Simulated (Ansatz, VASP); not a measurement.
# PtSe2: VASP beside Ansatz, part 2 of 3

Wanted: the spread between two codes on one cell, functional and k mesh. The cell is taken from a series of runs on this material, whose earlier steps may have relaxed, scaled, displaced or heated it; both programs get it as it stands.

VASP 6.6.1 and Ansatz 0.2.0.

So far: Set-up; Ansatz: zone-centre phonons, PBE with D3(BJ).

## 3. VASP: zone-centre phonons, PBE with D3(BJ)

Level of this step: PBE with D3(BJ); plane waves and PAW (Pt, Se) (VASP).

The same cell, functional and mesh now go to VASP, with its own data sets.

Lines of VASP's logs that name or quote its potential files are left out, and so is its time.

Input file INCAR:

```
SYSTEM = PtSe2
PREC = Accurate
ENCUT = 500
EDIFF = 1E-08
NELM = 120
ISMEAR = 0
SIGMA = 0.01
LREAL = .FALSE.
ALGO = Normal
GGA = PE
IVDW = 12
NBANDS = 28
LASPH = .TRUE.
LORBIT = 11
LWAVE = .FALSE.
LCHARG = .FALSE.
ISIF = 2
IBRION = 6
NFREE = 2
POTIM = 0.015
NSW = 1
GGA_COMPAT = .FALSE.
EFERMI = MIDGAP
NELMDL = -8
KPAR = 2
```

Input file POSCAR:

```
PtSe2
1.0
    3.7353553207      0.0000000000      0.0000000000
   -1.8676776604      3.2349125998      0.0000000000
    0.0000000000      0.0000000000     39.1599846400
Pt Se
2 4
Direct
    0.0000000000      0.0000000000      0.2391319527
    0.0000000000      0.0000000000      0.3655669566
    0.3333333333      0.6666666667      0.2720378834
    0.6666666667      0.3333333333      0.2054200564
    0.3333333333      0.6666666667      0.3992788529
    0.6666666667      0.3333333333      0.3326610259
```

Input file KPOINTS:

```
Automatic mesh
0
Gamma
9 9 1
0 0 0
```

Potentials, in the order of the species: Pt and Se (PBE family, release 64).

Run with:

```console
$ mpirun -np 2 vasp_std
```

The program printed:

```text
[banner, memory and clock lines left out]
running    2 mpi-ranks, on    1 nodes
 distrk:  each k-point on    1 cores,    2 groups
 distr:  one band on    1 cores,    1 groups

 POSCAR found type information on POSCAR PtSe
 POSCAR found :  2 types and       6 ions
 LDA part: xc-table for (Slater+PW92), standard interpolation
 POSCAR, INCAR and KPOINTS ok, starting setup
 FFT: planning ... GRIDC
 FFT: planning ... GRID_SOFT
 FFT: planning ... GRID
 WAVECAR not read
 entering main loop
       N       E                     dE             d eps       ncg     rms          rms(c)
DAV:   1     0.357852424163E+03    0.35785E+03   -0.14756E+04   672   0.114E+03
DAV:   2     0.132425950866E+02   -0.34461E+03   -0.33439E+03  1044   0.211E+02
DAV:   3    -0.291135128661E+02   -0.42356E+02   -0.41630E+02   856   0.838E+01
DAV:   4    -0.300900773442E+02   -0.97656E+00   -0.96544E+00   836   0.142E+01
DAV:   5    -0.301141435866E+02   -0.24066E-01   -0.24031E-01   856   0.212E+00
DAV:   6    -0.301148496121E+02   -0.70603E-03   -0.70597E-03   880   0.376E-01
DAV:   7    -0.301148794819E+02   -0.29870E-04   -0.29870E-04   920   0.661E-02
DAV:   8    -0.301148805246E+02   -0.10427E-05   -0.10428E-05   924   0.115E-02    0.173E+01
DAV:   9    -0.288857101487E+02    0.12292E+01   -0.94758E+00   732   0.243E+01    0.101E+01
DAV:  10    -0.286017271426E+02    0.28398E+00   -0.29045E+00   724   0.143E+01    0.430E+00
DAV:  11    -0.284989162451E+02    0.10281E+00   -0.23704E-01   748   0.391E+00    0.106E+00
DAV:  12    -0.284885823855E+02    0.10334E-01   -0.70030E-02   752   0.193E+00    0.283E-01
DAV:  13    -0.284890633477E+02   -0.48096E-03   -0.53487E-03   792   0.409E-01    0.258E-01
DAV:  14    -0.284894103338E+02   -0.34699E-03   -0.44264E-04   804   0.145E-01    0.236E-01
[...]
DAV:  27    -0.284893178993E+02   -0.10404E-05   -0.33580E-08   572   0.628E-04    0.584E-04
DAV:  28    -0.284893182301E+02   -0.33076E-06   -0.38034E-09   528   0.314E-04    0.144E-04
DAV:  29    -0.284893185022E+02   -0.27207E-06   -0.21065E-09   496   0.179E-04    0.687E-05
DAV:  30    -0.284893185813E+02   -0.79137E-07    0.11033E-10   492   0.128E-04    0.100E-04
DAV:  31    -0.284893186218E+02   -0.40525E-07    0.11557E-09   440   0.465E-05    0.304E-05
DAV:  32    -0.284893186676E+02   -0.45753E-07    0.80200E-10   432   0.760E-05    0.727E-05
DAV:  33    -0.284893186796E+02   -0.12005E-07    0.11618E-09   436   0.508E-05    0.114E-05
DAV:  34    -0.284893186866E+02   -0.70681E-08    0.12696E-09   412   0.212E-05
   1 F= -.30794838E+02 E0= -.30794838E+02  d E =-.240122-135
[...]
2 F= -.30793111E+02 E0= -.30793111E+02  d E =-.421828-132
[...]
9 F= -.30793626E+02 E0= -.30793626E+02  d E =-.165494-135
[...]
10 F= -.30793964E+02 E0= -.30793964E+02  d E =-.813573-128
[...]
11 F= -.30793964E+02 E0= -.30793964E+02  d E =-.809991-128
[...]
12 F= -.30793759E+02 E0= -.30793759E+02  d E =-.132348-138
 Finite differences progress:
  Degree of freedom:   6/  6
  Displacement:        1/  2
  Total:              11/ 12
 bond charge predicted
       N       E                     dE             d eps       ncg     rms          rms(c)
DAV:   1    -0.284880301172E+02   -0.14861E-02   -0.75357E-01   672   0.375E+00    0.321E-01
DAV:   2    -0.284899531092E+02   -0.19230E-02   -0.24997E-02   744   0.751E-01    0.164E-01
DAV:   3    -0.284899751578E+02   -0.22049E-04   -0.11929E-03   800   0.309E-01    0.758E-02
DAV:   4    -0.284899741790E+02    0.97882E-06   -0.85429E-04   780   0.276E-01    0.562E-02
DAV:   5    -0.284899375977E+02    0.36581E-04   -0.34830E-04   852   0.155E-01    0.121E-02
DAV:   6    -0.284899349654E+02    0.26323E-05   -0.36521E-05   760   0.392E-02    0.908E-03
DAV:   7    -0.284899352206E+02   -0.25518E-06   -0.41746E-06   788   0.105E-02    0.710E-03
DAV:   8    -0.284899350648E+02    0.15579E-06   -0.97478E-07   732   0.446E-03    0.426E-03
DAV:   9    -0.284899353494E+02   -0.28462E-06   -0.57911E-07   756   0.422E-03    0.156E-03
DAV:  10    -0.284899356072E+02   -0.25780E-06   -0.39789E-08   752   0.116E-03    0.126E-03
DAV:  11    -0.284899359168E+02   -0.30962E-06   -0.22768E-08   556   0.629E-04    0.988E-04
DAV:  12    -0.284899365737E+02   -0.65685E-06   -0.85148E-08   708   0.935E-04    0.356E-04
DAV:  13    -0.284899368073E+02   -0.23359E-06   -0.58372E-09   584   0.267E-04    0.258E-04
DAV:  14    -0.284899372464E+02   -0.43916E-06   -0.26651E-08   532   0.347E-04    0.142E-04
DAV:  15    -0.284899374039E+02   -0.15748E-06   -0.36062E-09   560   0.193E-04    0.148E-04
DAV:  16    -0.284899375597E+02   -0.15576E-06   -0.29646E-09   500   0.136E-04    0.129E-04
DAV:  17    -0.284899376347E+02   -0.75051E-07   -0.12924E-10   516   0.804E-05    0.775E-05
DAV:  18    -0.284899376882E+02   -0.53455E-07    0.73381E-10   472   0.533E-05    0.321E-05
DAV:  19    -0.284899377207E+02   -0.32505E-07    0.80436E-10   464   0.536E-05    0.152E-05
DAV:  20    -0.284899377303E+02   -0.95920E-08    0.12609E-09   432   0.271E-05
  13 F= -.30793759E+02 E0= -.30793759E+02  d E =-.391756-132
 Finite differences progress:
  Degree of freedom:   6/  6
  Displacement:        2/  2
  Total:              12/ 12
```

Parts of OUTCAR (step 3):

```text
ion  position               nearest neighbor table
   1  0.000  0.000  0.239-   3 2.51   3 2.51   3 2.51   4 2.53   4 2.53   4 2.53
   2  0.000  0.000  0.366-   6 2.51   6 2.51   6 2.51   5 2.53   5 2.53   5 2.53
   3  0.333  0.667  0.272-   1 2.51   1 2.51   1 2.51
   4  0.667  0.333  0.205-   1 2.53   1 2.53   1 2.53
   5  0.333  0.667  0.399-   2 2.53   2 2.53   2 2.53
   6  0.667  0.333  0.333-   2 2.51   2 2.51   2 2.51

  LATTYP: Found a hexagonal cell.
 ALAT       =     3.7353553207
 C/A-ratio  =    10.4836036409

 Subroutine GETGRP returns: Found 12 space group operations
 (whereof  6 operations were pure point group operations)

The static configuration has the point symmetry C_3v.
 The point group associated with its full space group is D_3d.

 Found     12 irreducible k-points:

   k-points           NKPTS =     12   k-points in BZ     NKDIM =     12   number of bands    NBANDS=     28

   dimension x,y,z NGX =    28 NGY =   28 NGZ =  288
   dimension x,y,z NGXF=    56 NGYF=   56 NGZF=  576

   ENCUT  =  500.0 eV  36.75 Ry    6.06 a.u.   6.81  6.81 71.40*2*pi/ulx,y,z

   NELECT =      44.0000    total number of electrons

 k-points in reciprocal lattice and weights: Automatic mesh
   0.00000000  0.00000000  0.00000000       0.012
   0.11111111 -0.00000000  0.00000000       0.074
   0.22222222 -0.00000000  0.00000000       0.074
   0.33333333 -0.00000000  0.00000000       0.074
   0.44444444 -0.00000000  0.00000000       0.074
   0.11111111  0.11111111  0.00000000       0.074
   0.22222222  0.11111111  0.00000000       0.148
   0.33333333  0.11111111  0.00000000       0.148
   0.44444444  0.11111111  0.00000000       0.074
   0.22222222  0.22222222  0.00000000       0.074
   0.33333333  0.22222222  0.00000000       0.148
   0.33333333  0.33333333  0.00000000       0.025

 Edisp (eV)   -2.30722

 average (electrostatic) potential at core
       1 -76.9494       2 -76.9665       3 -61.1232       4 -60.8764       5 -60.8939
       6 -61.1232

 E-fermi :  -1.7691

 k-point     1 :       0.0000    0.0000    0.0000
  band No.  band energies     occupation
    ...
     18      -3.1472      2.00000
     19      -3.1472      2.00000
     20      -2.8376      2.00000
     21      -2.8376      2.00000
     22      -2.2031      2.00000
     23      -0.2617      0.00000
     24      -0.2617      0.00000
     25       0.2583      0.00000
     26       0.2583      0.00000
     27       1.8250      0.00000
    ...

 k-point     2 :       0.1111   -0.0000    0.0000
  band No.  band energies     occupation
    ...
     18      -3.2515      2.00000
     19      -3.1569      2.00000
     20      -2.9945      2.00000
     21      -2.8304      2.00000
     22      -1.9416      2.00000
     23      -0.8045      0.00000
     24      -0.5106      0.00000
     25      -0.4674      0.00000
     26       0.1246      0.00000
     27       2.2743      0.00000
    ...

 k-point     3 :       0.2222   -0.0000    0.0000
  band No.  band energies     occupation
    ...
     18      -3.5023      2.00000
     19      -3.3948      2.00000
     20      -3.1112      2.00000
     21      -3.0216      2.00000
     22      -2.6364      2.00000
     23      -1.5965      0.00000
     24      -0.7062      0.00000
     25      -0.6358      0.00000
     26      -0.0350      0.00000
     27       2.5604      0.00000
    ...

 Edisp (eV)   -2.30382

  Total      -0.21347    -0.21347    -0.24975     0.00000     0.00000     0.00000
  in kB      -0.72278    -0.72278    -0.84562     0.00000     0.00000     0.00000
  external pressure =       -0.76 kB  Pullay stress =        0.00 kB

  energy-cutoff  :      500.00
[...]
-0.00000      2.15661     10.65300        -0.000000      0.000000     -0.021567
      1.86768      1.07830      8.02925         0.000000     -0.000000      0.141980
     -0.00000      2.15661     15.63575         0.000000     -0.000000     -0.000659
      1.86768      1.07830     13.02700        -0.000000     -0.000000     -0.003585
 -----------------------------------------------------------------------------------
    total drift:                                0.000000      0.000000     -0.000124

  FREE ENERGIE OF THE ION-ELECTRON SYSTEM (eV)
  ---------------------------------------------------
  free  energy   TOTEN  =       -30.7937586806 eV

  energy  without entropy=      -30.7937586806  energy(sigma->0) =      -30.79375868

 Eigenvectors and eigenvalues of the dynamical matrix
 ----------------------------------------------------

   1 f  =    6.851423 THz    43.048759 2PiTHz  228.538862 cm-1    28.335195 meV
             X         Y         Z           dx          dy          dz
      0.000000  0.000000  9.364404    -0.434490    0.115306   -0.000000
      0.000000  0.000000 14.315596     0.434490   -0.115306    0.000000
     -0.000000  2.156608 10.652999     0.430322   -0.114200    0.000000
      1.867678  1.078304  8.044246     0.305195   -0.080994    0.000000
     -0.000000  2.156608 15.635754    -0.305195    0.080994   -0.000000
      1.867678  1.078304 13.027001    -0.430322    0.114200   -0.000000

   2 f  =    6.851423 THz    43.048759 2PiTHz  228.538862 cm-1    28.335195 meV
             X         Y         Z           dx          dy          dz
      0.000000  0.000000  9.364404    -0.115306   -0.434490    0.000000
      0.000000  0.000000 14.315596     0.115306    0.434490    0.000000
     -0.000000  2.156608 10.652999     0.114200    0.430322   -0.000000
      1.867678  1.078304  8.044246     0.080994    0.305195   -0.000000
     -0.000000  2.156608 15.635754    -0.080994   -0.305195   -0.000000
      1.867678  1.078304 13.027001    -0.114200   -0.430322   -0.000000

   3 f  =    6.831410 THz    42.923016 2PiTHz  227.871313 cm-1    28.252429 meV
             X         Y         Z           dx          dy          dz
      0.000000  0.000000  9.364404    -0.000000    0.000000    0.451996
      0.000000  0.000000 14.315596     0.000000   -0.000000   -0.451996
     -0.000000  2.156608 10.652999     0.000000   -0.000000   -0.455398
      1.867678  1.078304  8.044246     0.000000   -0.000000   -0.297173
     -0.000000  2.156608 15.635754    -0.000000    0.000000    0.297173
      1.867678  1.078304 13.027001    -0.000000    0.000000    0.455398

   4 f  =    6.736744 THz    42.328210 2PiTHz  224.713587 cm-1    27.860921 meV
             X         Y         Z           dx          dy          dz
      0.000000  0.000000  9.364404     0.000000    0.000000    0.470435
      0.000000  0.000000 14.315596    -0.000000   -0.000000    0.470435
     -0.000000  2.156608 10.652999    -0.000000   -0.000000   -0.421321
      1.867678  1.078304  8.044246    -0.000000   -0.000000   -0.318087
     -0.000000  2.156608 15.635754     0.000000    0.000000   -0.318087
      1.867678  1.078304 13.027001     0.000000    0.000000   -0.421321

   5 f  =    6.494383 THz    40.805413 2PiTHz  216.629303 cm-1    26.858598 meV
             X         Y         Z           dx          dy          dz
      0.000000  0.000000  9.364404    -0.454422    0.120593   -0.000000
      0.000000  0.000000 14.315596    -0.454422    0.120593    0.000000
     -0.000000  2.156608 10.652999     0.409618   -0.108703    0.000000
      1.867678  1.078304  8.044246     0.304660   -0.080850   -0.000000
     -0.000000  2.156608 15.635754     0.304660   -0.080850    0.000000
      1.867678  1.078304 13.027001     0.409618   -0.108703   -0.000000

   6 f  =    6.494383 THz    40.805413 2PiTHz  216.629303 cm-1    26.858598 meV
             X         Y         Z           dx          dy          dz
      0.000000  0.000000  9.364404     0.120593    0.454422   -0.000000
      0.000000  0.000000 14.315596     0.120593    0.454422   -0.000000
     -0.000000  2.156608 10.652999    -0.108703   -0.409618    0.000000
      1.867678  1.078304  8.044246    -0.080850   -0.304660    0.000000
     -0.000000  2.156608 15.635754    -0.080850   -0.304660    0.000000
      1.867678  1.078304 13.027001    -0.108703   -0.409618    0.000000

   7 f  =    6.023815 THz    37.848744 2PiTHz  200.932828 cm-1    24.912484 meV
             X         Y         Z           dx          dy          dz
      0.000000  0.000000  9.364404     0.000000   -0.000000    0.090553
      0.000000  0.000000 14.315596     0.000000    0.000000   -0.090553
     -0.000000  2.156608 10.652999    -0.000000    0.000000    0.444068
      1.867678  1.078304  8.044246    -0.000000   -0.000000   -0.542774
     -0.000000  2.156608 15.635754    -0.000000   -0.000000    0.542774
      1.867678  1.078304 13.027001    -0.000000    0.000000   -0.444068

   8 f  =    5.950808 THz    37.390029 2PiTHz  198.497587 cm-1    24.610553 meV
             X         Y         Z           dx          dy          dz
      0.000000  0.000000  9.364404    -0.000000    0.000000   -0.048829
      0.000000  0.000000 14.315596     0.000000    0.000000   -0.048829
     -0.000000  2.156608 10.652999     0.000000   -0.000000   -0.458960
      1.867678  1.078304  8.044246     0.000000   -0.000000    0.535697
     -0.000000  2.156608 15.635754    -0.000000   -0.000000    0.535697
      1.867678  1.078304 13.027001     0.000000   -0.000000   -0.458960

   9 f  =    5.136196 THz    32.271672 2PiTHz  171.325059 cm-1    21.241591 meV
             X         Y         Z           dx          dy          dz
      0.000000  0.000000  9.364404     0.049664   -0.013180   -0.000000
      0.000000  0.000000 14.315596     0.049664   -0.013180    0.000000
     -0.000000  2.156608 10.652999     0.441417   -0.117142    0.000000
      1.867678  1.078304  8.044246    -0.519412    0.137840   -0.000000
     -0.000000  2.156608 15.635754    -0.519412    0.137840   -0.000000
      1.867678  1.078304 13.027001     0.441417   -0.117142    0.000000

  10 f  =    5.136196 THz    32.271672 2PiTHz  171.325059 cm-1    21.241591 meV
             X         Y         Z           dx          dy          dz
      0.000000  0.000000  9.364404    -0.013180   -0.049664   -0.000000
      0.000000  0.000000 14.315596    -0.013180   -0.049664   -0.000000
     -0.000000  2.156608 10.652999    -0.117142   -0.441417   -0.000000
      1.867678  1.078304  8.044246     0.137840    0.519412   -0.000000
     -0.000000  2.156608 15.635754     0.137840    0.519412    0.000000
      1.867678  1.078304 13.027001    -0.117142   -0.441417   -0.000000

  11 f  =    5.074948 THz    31.886839 2PiTHz  169.282045 cm-1    20.988289 meV
             X         Y         Z           dx          dy          dz
      0.000000  0.000000  9.364404    -0.067684    0.017962   -0.000000
      0.000000  0.000000 14.315596     0.067684   -0.017962    0.000000
     -0.000000  2.156608 10.652999    -0.437578    0.116124    0.000000
      1.867678  1.078304  8.044246     0.520623   -0.138162   -0.000000
     -0.000000  2.156608 15.635754    -0.520623    0.138162   -0.000000
      1.867678  1.078304 13.027001     0.437578   -0.116124    0.000000

  12 f  =    5.074948 THz    31.886839 2PiTHz  169.282045 cm-1    20.988289 meV
             X         Y         Z           dx          dy          dz
      0.000000  0.000000  9.364404     0.017962    0.067684    0.000000
      0.000000  0.000000 14.315596    -0.017962   -0.067684    0.000000
     -0.000000  2.156608 10.652999     0.116124    0.437578   -0.000000
      1.867678  1.078304  8.044246    -0.138162   -0.520623   -0.000000
     -0.000000  2.156608 15.635754     0.138162    0.520623    0.000000
      1.867678  1.078304 13.027001    -0.116124   -0.437578    0.000000

  13 f  =    0.965512 THz     6.066492 2PiTHz   32.206022 cm-1     3.993036 meV
             X         Y         Z           dx          dy          dz
      0.000000  0.000000  9.364404    -0.000000   -0.000000   -0.536190
      0.000000  0.000000 14.315596     0.000000    0.000000    0.536190
     -0.000000  2.156608 10.652999    -0.000000   -0.000000   -0.308895
      1.867678  1.078304  8.044246    -0.000000   -0.000000   -0.342176
     -0.000000  2.156608 15.635754     0.000000    0.000000    0.342176
      1.867678  1.078304 13.027001     0.000000    0.000000    0.308895
    [... 42 further lines ...]
      1.867678  1.078304  8.044246    -0.252654    0.219142    0.000000
     -0.000000  2.156608 15.635754    -0.252654    0.219142    0.000000
      1.867678  1.078304 13.027001    -0.252618    0.219111    0.000000

 ELASTIC MODULI CONTR FROM IONIC RELAXATION (kBar)
 Direction    XX          YY          ZZ          XY          YZ          ZX
 --------------------------------------------------------------------------------
 XX        -244.8085   -116.8657   -225.0296      0.0000    118.7814     -0.0000
 YY        -116.8657   -244.8085   -225.0296      0.0000   -118.7814      0.0000
 ZZ        -225.0296   -225.0296   -280.3786      0.0000     -0.0000      0.0000
 XY           0.0000      0.0000      0.0000    -63.9714      0.0000    118.7815
 YZ         118.7814   -118.7814     -0.0000      0.0000   -221.4386      0.0000
 ZX          -0.0000      0.0000      0.0000    118.7815      0.0000   -221.4389
 --------------------------------------------------------------------------------

 total charge
# of ion       s       p       d       tot
------------------------------------------
    1        0.674   0.687   8.003   9.364
    2        0.674   0.687   8.003   9.364
    3        1.485   2.230   0.069   3.784
    4        1.478   2.243   0.054   3.775
    5        1.478   2.243   0.054   3.775
    6        1.485   2.230   0.069   3.784
--------------------------------------------------
tot          7.274  10.321  16.252  33.847

[... 3 further parts left out ...]
```

The last energy, forces, stress and levels in OUTCAR belong to the last displaced cell, not to the cell of POSCAR.

Levels, forces or a CONTCAR printed for this step are those of its last displaced cell, not of the structure at rest.

(Continued in part 3 of 3.)

[Lines on the potential files, build, host, timing and source positions are cut from VASP's logs without a mark.]

[Logs are printed without paths, hosts, clocks, repeated set-up lines and the standing remarks that a program may print on its own settings, such as how far it seeks lower states.]

[Hosts, paths, dates, database ids (printed as entryN), source tags and the programs' standing remarks are cut or masked in the printed files.]
